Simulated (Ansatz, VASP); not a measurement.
# Cross-check of ScPbClO2 between VASP and Ansatz

Aim: how closely do two programs agree when they are given the same cell, functional and k mesh? The cell is invented: As first built, before any earlier steps moved the atoms (in the runner's words): it takes the BiPbO2F structure with some of its atoms replaced by other elements, volume scaled by an estimate. It may not be a known or stable phase. The cell is taken from a series of VASP runs on this material, whose earlier steps may have relaxed, scaled or displaced it; both programs get it as it stands.

Method: plane waves, with VASP 6.6.1 beside it; band structure at BLYP with D4 and single point at BLYP with D4, in Ansatz 0.2.0.

## 1. Set-up

Symmetry: Cm, No. 8, monoclinic system. Conventional cell: a = 6.321 Å, b = 3.652 Å, c = 7.568 Å, α = 90.00°, β = 90.03°, γ = 90.00°. Nearest to Pb lie 3 O at 2.33 Å. Nearest to Sc lie 4 O at 2.08 to 2.13 Å and 3 Cl at 2.85 Å. Nearest to Cl lie 3 Sc at 2.85 Å. O has 3 Sc at 2.12 to 2.13 Å nearest. Nearest to O lie 1 Sc at 2.08 Å and 3 Pb at 2.33 Å. As first built, before any earlier steps moved the atoms (in the runner's words): sites of the BiPbO2F structure (space group 8) filled with other elements, volume scaled by an estimate. Farther neighbours and most contacts between anions are not listed.

## 2. VASP: band structure, BLYP with D4

Levels along a path test the potential and the projectors away from the mesh points.

Lines of VASP's logs that name or quote its potential files are left out, and so is its time.

INCAR

```
SYSTEM = ScPbClO2
PREC = Accurate
ENCUT = 520
EDIFF = 1E-06
NELM = 100
ISMEAR = 0
SIGMA = 0.05
LREAL = .FALSE.
ALGO = Normal
GGA = B5
ALDAX = 1
AGGAX = 1
AGGAC = 1
ALDAC = 0
IVDW = 13
VDW_S6 = 1
VDW_S8 = 2.34076671
VDW_A1 = 0.44488865
VDW_A2 = 4.0933009
NBANDS = 37
LORBIT = 11
LWAVE = .FALSE.
LCHARG = .FALSE.
KPAR = 2
```

POSCAR

```
ScPbClO2
1.0
    3.1604049888     -1.8262475071      0.0237226300
    3.1604049888      1.8262475071      0.0237226300
   -0.0605173970      0.0000000000      7.5677176766
Pb Sc Cl O
1 1 1 2
Direct
    0.3720433836      0.3720433836      0.7435822550
    0.7049414063      0.7049414063      0.3371561294
    0.0377149051      0.0377149051      0.0835233722
    0.3716090113      0.3716090113      0.3732915355
    0.7054142936      0.7054142936      0.6117467079
```

KPOINTS

```
Automatic mesh
0
Gamma
7 7 3
0 0 0
```

KPOINTS_OPT

```
Line mode
16
Line-mode
Reciprocal
  0.00000000   0.00000000   0.00000000 GAMMA
 -0.50000000  -0.50000000   0.00000000 Y

 -0.50000000  -0.50000000   0.00000000 Y
 -0.50010231  -0.50010231   0.49941279 F

 -0.50010231  -0.50010231   0.49941279 F
 -0.50000000  -0.50000000   0.50000000 L

 -0.50000000  -0.50000000   0.50000000 L
 -0.66656054  -0.33343946   0.50000000 I

 -0.33343946   0.33343946   0.50000000 I1
  0.00000000   0.00000000   0.50000000 Z

  0.00000000   0.00000000   0.50000000 Z
 -0.49989769  -0.49989769   0.50058721 F1

 -0.50000000  -0.50000000   0.00000000 Y
 -0.66652634  -0.33347366   0.00000000 X1

 -0.33347366   0.33347366   0.00000000 X
  0.00000000   0.00000000   0.00000000 GAMMA

  0.00000000   0.00000000   0.00000000 GAMMA
 -0.50000000   0.00000000   0.00000000 N

 -0.50000000   0.00000000   0.50000000 M
  0.00000000   0.00000000   0.00000000 GAMMA
```

The projector-augmented-wave data sets are Pb_d, Sc_sv, Cl and O (PBE family, release 64).

On the command line:

```
$ mpirun -np 2 vasp_std
```

Numbers of over 12 decimals in the logs are rounded to 6 here.

Log:

```text
[banner, memory and clock lines left out]
running    2 mpi-ranks, on    1 nodes
 distrk:  each k-point on    1 cores,    2 groups
 distr:  one band on    1 cores,    1 groups

 POSCAR found type information on POSCAR PbScClO
 POSCAR found :  4 types and       5 ions
|                                                                             |
|               ----> ADVICE to this user running VASP <----                  |
|                                                                             |
|     You enforced a specific xc type in the INCAR file but a different       |
|     [... a line on the potential file left out ...]
|     I HOPE YOU KNOW WHAT YOU ARE DOING!                                     |
|                                                                             |

 LDA part: xc-table for (Slater(with rela. corr.)+VWN5), standard interpolation
 POSCAR, INCAR and KPOINTS ok, starting setup
 FFT: planning ... GRIDC
 FFT: planning ... GRID_SOFT
 FFT: planning ... GRID
 WAVECAR not read
 entering main loop
       N       E                     dE             d eps       ncg     rms          rms(c)
DAV:   1     0.586491448760E+03    0.58649E+03   -0.20326E+04  3256   0.131E+03
DAV:   2     0.392145285790E+02   -0.54728E+03   -0.51465E+03  3256   0.412E+02
DAV:   3    -0.355003854142E+02   -0.74715E+02   -0.71722E+02  4198   0.165E+02
DAV:   4    -0.391972024595E+02   -0.36968E+01   -0.36775E+01  4760   0.402E+01
DAV:   5    -0.392720595715E+02   -0.74857E-01   -0.74822E-01  4414   0.542E+00    0.176E+01
DAV:   6    -0.310227347695E+02    0.82493E+01   -0.26184E+01  5267   0.430E+01    0.717E+00
DAV:   7    -0.307849972306E+02    0.23774E+00   -0.28917E+00  4611   0.119E+01    0.430E+00
DAV:   8    -0.306732731999E+02    0.11172E+00   -0.77931E-01  5104   0.636E+00    0.101E+00
DAV:   9    -0.306656110632E+02    0.76621E-02   -0.33765E-02  4856   0.163E+00    0.570E-01
DAV:  10    -0.306651341055E+02    0.47696E-03   -0.16329E-02  5136   0.988E-01    0.130E-01
DAV:  11    -0.306652524898E+02   -0.11838E-03   -0.85570E-04  4431   0.203E-01    0.705E-02
DAV:  12    -0.306653463112E+02   -0.93821E-04   -0.17668E-04  4496   0.937E-02    0.233E-02
DAV:  13    -0.306653620961E+02   -0.15785E-04   -0.25908E-05  4606   0.434E-02    0.136E-02
DAV:  14    -0.306653621993E+02   -0.10318E-06   -0.55924E-06  4064   0.176E-02
   1 F= -.33138776E+02 E0= -.33138776E+02  d E =-.244953E-21
 Start KPOINTS_OPT (optional k-point list driver)
k-point batch [1-44\160]
       N       E                     dE             ncg
DAV:   1     0.903867750120E+04   -0.43424E+05     3256
DAV:   2    -0.136547693527E+05   -0.22693E+05     3281
DAV:   3    -0.165597375858E+05   -0.29050E+04     4109
DAV:   4    -0.167184242844E+05   -0.15869E+03     4248
DAV:   5    -0.167239714362E+05   -0.55472E+01     4383
DAV:   6    -0.167241929589E+05   -0.22152E+00     4753
DAV:   7    -0.167241975460E+05   -0.45871E-02     4490
DAV:   8    -0.167241977187E+05   -0.17263E-03     4672
DAV:   9    -0.167241977224E+05   -0.37843E-05     2783
DAV:  10    -0.167241977229E+05   -0.49241E-06     2259
[...]
k-point batch [133-160\160]
       N       E                     dE             ncg
DAV:   1     0.133590869470E+05   -0.17220E+05     2080
DAV:   2    -0.110732928732E+04   -0.14466E+05     2087
DAV:   3    -0.297054641200E+04   -0.18632E+04     2638
DAV:   4    -0.307480504749E+04   -0.10426E+03     2704
DAV:   5    -0.307827087250E+04   -0.34658E+01     2746
DAV:   6    -0.307843476473E+04   -0.16389E+00     3041
DAV:   7    -0.307843728174E+04   -0.25170E-02     2813
DAV:   8    -0.307843740678E+04   -0.12504E-03     3028
DAV:   9    -0.307843740882E+04   -0.20409E-05     1778
DAV:  10    -0.307843740911E+04   -0.28775E-06     1449
```

OUTCAR, selected parts (step 2):

```text
ion  position               nearest neighbor table
   1  0.372  0.372  0.744-   5 2.33   5 2.33   5 2.33   4 2.80   3 3.32   3 3.32   3 3.33   2 3.73
                             2 3.73   2 3.73
   2  0.705  0.705  0.337-   5 2.08   4 2.12   4 2.13   4 2.13   3 2.85   3 2.85   3 2.85   1 3.73
                             1 3.73   1 3.73
   3  0.038  0.038  0.084-   2 2.85   2 2.85   2 2.85   1 3.32   1 3.32   1 3.33
   4  0.372  0.372  0.373-   2 2.12   2 2.13   2 2.13   1 2.80
   5  0.705  0.705  0.612-   2 2.08   1 2.33   1 2.33   1 2.33

  LATTYP: Found a base centered monoclinic cell.
 ALAT       =     6.3209880419
 B/A-ratio  =     0.5778360899
 C/A-ratio  =     1.1972747923
 COS(beta)  =    -0.0004905542

 Subroutine GETGRP returns: Found  2 space group operations
 (whereof  2 operations were pure point group operations)

The static configuration has the point symmetry C_1h.

 Found     44 irreducible k-points:

   k-points           NKPTS =     44   k-points in BZ     NKDIM =     44   number of bands    NBANDS=     37

   dimension x,y,z NGX =    28 NGY =   28 NGZ =   56
   dimension x,y,z NGXF=    56 NGYF=   56 NGZF=  112

   ENCUT  =  520.0 eV  38.22 Ry    6.18 a.u.   6.79  6.79 14.07*2*pi/ulx,y,z

   NELECT =      44.0000    total number of electrons

 k-points in reciprocal lattice and weights: Automatic mesh
   0.00000000  0.00000000  0.00000000       0.007
   0.14285714 -0.00000000  0.00000000       0.027
   0.28571429  0.00000000  0.00000000       0.027
   0.42857143  0.00000000 -0.00000000       0.027
   0.14285714  0.14285714  0.00000000       0.014
   0.28571429  0.14285714 -0.00000000       0.027
   0.42857143  0.14285714 -0.00000000       0.027
  -0.42857143  0.14285714  0.00000000       0.027
  -0.28571429  0.14285714  0.00000000       0.027
[...]
-0.14285714 -0.28571429  0.33333333       0.027
  -0.14285714 -0.14285714  0.33333333       0.014

 average (electrostatic) potential at core
       1 -92.4113       2 -45.8921       3 -89.9947       4 -69.4402       5 -70.0903

 E-fermi :   4.4210

 k-point     1 :       0.0000    0.0000    0.0000
  band No.  band energies     occupation
    ...
     18       2.2154      2.00000
     19       2.2163      2.00000
     20       2.9600      2.00000
     21       2.9601      2.00000
     22       3.5013      2.00000
     23       7.8376      0.00000
     24       8.1704      0.00000
     25       8.1737      0.00000
     26       8.7816      0.00000
     27      10.4727      0.00000
    ...

 k-point     2 :       0.1429   -0.0000    0.0000
  band No.  band energies     occupation
    ...
     18       2.1492      2.00000
     19       2.2774      2.00000
     20       2.8527      2.00000
     21       3.1207      2.00000
     22       3.6032      2.00000
     23       8.0430      0.00000
     24       8.2109      0.00000
     25       8.3356      0.00000
     26       9.0301      0.00000
     27       9.9089      0.00000
    ...

 k-point     3 :       0.2857    0.0000    0.0000
  band No.  band energies     occupation
    ...
     18       1.9634      2.00000
     19       2.1253      2.00000
     20       2.6574      2.00000
     21       3.3626      2.00000
     22       3.5587      2.00000
     23       7.8257      0.00000
     24       8.2711      0.00000
     25       8.3499      0.00000
     26       8.9774      0.00000
     27       9.3122      0.00000
    ...

  DFT-D4 for vdW energy calculation

  Edisp (eV):   -2.47341

  Total      -0.02077    -0.01483    -0.00417     0.00000     0.00000    -0.00079
  in kB      -0.38085    -0.27199    -0.07648     0.00000     0.00000    -0.01458
  external pressure =       -0.24 kB  Pullay stress =        0.00 kB

  energy-cutoff  :      520.00
  volume of cell :       87.36
      direct lattice vectors                 reciprocal lattice vectors
     3.160404989 -1.826247507  0.023722630     0.158198076 -0.273785452  0.001265076
     3.160404989  1.826247507  0.023722630     0.158198076  0.273785452  0.001265076
    -0.060517397  0.000000000  7.567717677    -0.000991811  0.000000000  0.132132305

 POSITION                                       TOTAL-FORCE (eV/Angst)
 -----------------------------------------------------------------------------------
      2.30662      0.00000      5.64487        -0.000875      0.000000     -0.000680
      4.43540      0.00000      2.58495         0.001230      0.000000     -0.004396
      0.23333      0.00000      0.63387         0.004339      0.000000      0.002550
      2.32628      0.00000      2.84260        -0.001122      0.000000      0.006657
      4.42177      0.00000      4.66299        -0.003571      0.000000     -0.004131
 -----------------------------------------------------------------------------------
    total drift:                               -0.000162     -0.000000     -0.001767

  FREE ENERGIE OF THE ION-ELECTRON SYSTEM (eV)
  ---------------------------------------------------
  free  energy   TOTEN  =       -33.1387763546 eV

  energy  without entropy=      -33.1387763546  energy(sigma->0) =      -33.13877635

 total charge
# of ion       s       p       d       tot
------------------------------------------
    1        1.474   0.517   9.871  11.862
    2        2.184   6.173   0.991   9.348
    3        1.614   3.565   0.000   5.179
    4        1.554   3.469   0.000   5.023
    5        1.573   3.433   0.000   5.006
--------------------------------------------------
tot          8.400  17.156  10.863  36.419

[... 3 further parts left out ...]
```

Within 0.02 Å the cell has space group P3m1; at a tight tolerance a small distortion makes it Cm. Spin-orbit coupling is off here; with elements this heavy it splits and shifts levels by tenths of an eV or more.

(Part 1 of 2 ends here.)

[Lines on the potential files, build, host, timing and source positions are cut from VASP's logs without a mark.]

[Logs are printed without paths, hosts, clocks, repeated set-up lines and the standing remarks that a program may print on its own settings, such as how far it seeks lower states.]

[Hosts, paths, dates, database ids (printed as entryN), source tags and the programs' standing remarks are cut or masked in the printed files.]
